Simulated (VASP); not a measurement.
Output of a VASP run:

**OSZICAR**
```
       N       E                     dE             d eps       ncg     rms          rms(c)
DAV:   1     0.144132364891E+03    0.14413E+03   -0.90543E+03  6056   0.156E+03
DAV:   2    -0.343932218429E-01   -0.14417E+03   -0.14165E+03  6228   0.372E+02
DAV:   3    -0.752645415371E+01   -0.74921E+01   -0.74620E+01  9052   0.105E+02
DAV:   4    -0.770941129471E+01   -0.18296E+00   -0.18280E+00  7596   0.129E+01
DAV:   5    -0.771467589170E+01   -0.52646E-02   -0.52645E-02  8858   0.194E+00    0.123E+01
DAV:   6    -0.113143420424E+02   -0.35997E+01   -0.83966E+01 10086   0.992E+01    0.370E+01
DAV:   7    -0.452190664851E+01    0.67924E+01   -0.10940E+02  9008   0.110E+02    0.101E+01
DAV:   8    -0.304098756272E+01    0.14809E+01   -0.65568E+00  8874   0.319E+01    0.322E+00
DAV:   9    -0.294295717198E+01    0.98030E-01   -0.32958E+00  8654   0.156E+01    0.371E+00
DAV:  10    -0.304227679512E+01   -0.99320E-01   -0.29863E+00  8988   0.187E+01    0.334E+00
DAV:  11    -0.293376264859E+01    0.10851E+00   -0.15951E+00  9228   0.113E+01    0.148E+00
DAV:  12    -0.293750254274E+01   -0.37399E-02   -0.21964E-02  6678   0.152E+00    0.153E+00
DAV:  13    -0.292642921575E+01    0.11073E-01   -0.91909E-03  9708   0.721E-01    0.140E+00
DAV:  14    -0.292589278607E+01    0.53643E-03   -0.34857E-04  6816   0.145E-01    0.138E+00
DAV:  15    -0.292273453259E+01    0.31583E-02   -0.80062E-02  9210   0.290E+00    0.590E-01
DAV:  16    -0.292686420352E+01   -0.41297E-02   -0.18761E-02  9482   0.127E+00    0.420E-01
DAV:  17    -0.292938826518E+01   -0.25241E-02   -0.17161E-02  9354   0.100E+00    0.378E-01
DAV:  18    -0.292905583182E+01    0.33243E-03   -0.13176E-03  8608   0.364E-01    0.421E-01
DAV:  19    -0.292905791543E+01   -0.20836E-05   -0.37107E-04  9312   0.152E-01    0.453E-01
DAV:  20    -0.292972171326E+01   -0.66380E-03   -0.17511E-03  9204   0.332E-01    0.441E-01
DAV:  21    -0.293015229622E+01   -0.43058E-03   -0.14447E-03  9602   0.359E-01    0.388E-01
DAV:  22    -0.293165451965E+01   -0.15022E-02   -0.19306E-02  9482   0.128E+00    0.264E-01
DAV:  23    -0.293181786501E+01   -0.16335E-03   -0.13597E-02  9688   0.105E+00    0.117E-01
DAV:  24    -0.293182466311E+01   -0.67981E-05   -0.31740E-03  9644   0.459E-01    0.416E-02
DAV:  25    -0.293181663660E+01    0.80265E-05   -0.45607E-04  9326   0.170E-01    0.160E-02
DAV:  26    -0.293181548980E+01    0.11468E-05   -0.52514E-05  9236   0.611E-02    0.117E-02
DAV:  27    -0.293181724700E+01   -0.17572E-05   -0.10543E-04  9352   0.948E-02    0.614E-03
DAV:  28    -0.293181739929E+01   -0.15229E-06   -0.10799E-05  9424   0.283E-02    0.246E-03
DAV:  29    -0.293181760354E+01   -0.20425E-06   -0.28987E-06  4910   0.162E-02
   1 F= -.29318176E+01 E0= -.29313425E+01  d E =-.142519E-02
```

**OUTCAR**
```
------------------------ aborting loop because EDIFF is reached ----------------------------------------
  FORCE on cell =-STRESS in cart. coord.  units (eV):
  Direction    XX          YY          ZZ          XY          YZ          ZX
  --------------------------------------------------------------------------------------
  Total       -1.4841191     -1.3537099     -1.3645380      0.0000000      0.0000000      0.0000000
  in kB      -83.2902965    -75.9716000    -76.5792828      0.0000000      0.0000000      0.0000000
  external PRESSURE =     -78.6137264 kB  Pullay stress =       0.0000000 kB
  volume of cell :       28.55
      direct lattice vectors                 reciprocal lattice vectors
     3.025983000  0.000000000  0.000000000     0.330471123  0.000000000  0.000000000
     0.000000000  3.068581000  0.000000000     0.000000000  0.325883527  0.000000000
     0.000000000  0.000000000  3.074545000     0.000000000  0.000000000  0.325251379
 POSITION                                       TOTAL-FORCE (eV/Angst)
 -----------------------------------------------------------------------------------
      0.00000      0.00000      0.00000         0.315128      0.000000      0.000000
      1.58567      1.53429      1.53727        -0.315128      0.000000      0.000000
 -----------------------------------------------------------------------------------
    total drift:                               -0.000016     -0.000000     -0.000002
  FREE ENERGIE OF THE ION-ELECTRON SYSTEM (eV)
  ---------------------------------------------------
  free  energy   TOTEN  =        -2.9318176035 eV

  energy  without entropy=       -2.9303924173  energy(sigma->0) =       -2.93134254

 total charge

# of ion       s       p       d       tot
------------------------------------------
    1        2.262   6.203   1.417   9.882
    2        0.468   0.433   7.631   8.532
--------------------------------------------------
tot          2.729   6.636   9.048  18.413
```
(Selected blocks of OUTCAR.)

File POSCAR:
```
TiCo
1
    3.0259830000     0.0000000000     0.0000000000
    0.0000000000     3.0685810000     0.0000000000
    0.0000000000     0.0000000000     3.0745450000
Ti Co
1 1
Direct
  0.0000000000   0.0000000000   0.0000000000
  0.5240180000   0.5000000000   0.5000000000
```

### Question
Reconstruct the remaining input files.

### Answer
Several could match; the one computed here: the input of the run itself, PBE GGA + U (Dudarev), plane waves, VASP's PBE PAW potentials (set 64).

### KPOINTS
```
Automatic mesh
0
Gamma
11 11 11
0 0 0
```

### INCAR
```
! general
SYSTEM     =  TiCo
PREC       =  Accurate
ENCUT      =  400
LREAL      =  .FALSE.
LASPH      =  .TRUE.

! electronic loop
EDIFF      =  1E-6
NELM       =  100
ALGO       =  Normal
LMAXMIX    =  4

! smearing
ISMEAR     =  1
SIGMA      =  0.1

! functional
GGA        =  PE

! DFT+U
LDAU       =  .TRUE.
LDAUTYPE   =  2
LDAUL      =  2 2
LDAUU      =  8.0 8.0
LDAUJ      =  0 0
LDAUPRINT  =  1

! ions
ISIF       =  2

! output
LWAVE      =  .FALSE.
LCHARG     =  .FALSE.
LORBIT     =  10
```

POTCAR, in this order: Ti_sv Co (PBE.64 set). Program: vasp_std.

The compound is TiCo in the CsCl type structure. The cell was not relaxed at this level, atoms are displaced from their ideal sites. The run is one of a series of settings (LDAU = .TRUE., LDAUJ = 0 0, LDAUL = 2 2, LDAUTYPE = 2, LDAUU = 8.0 8.0 against the base run), some of them coarse on purpose. The run is not spin-polarised, so no magnetic state was tried. The electron count is odd and the run is not spin-polarised, which forces a metal.
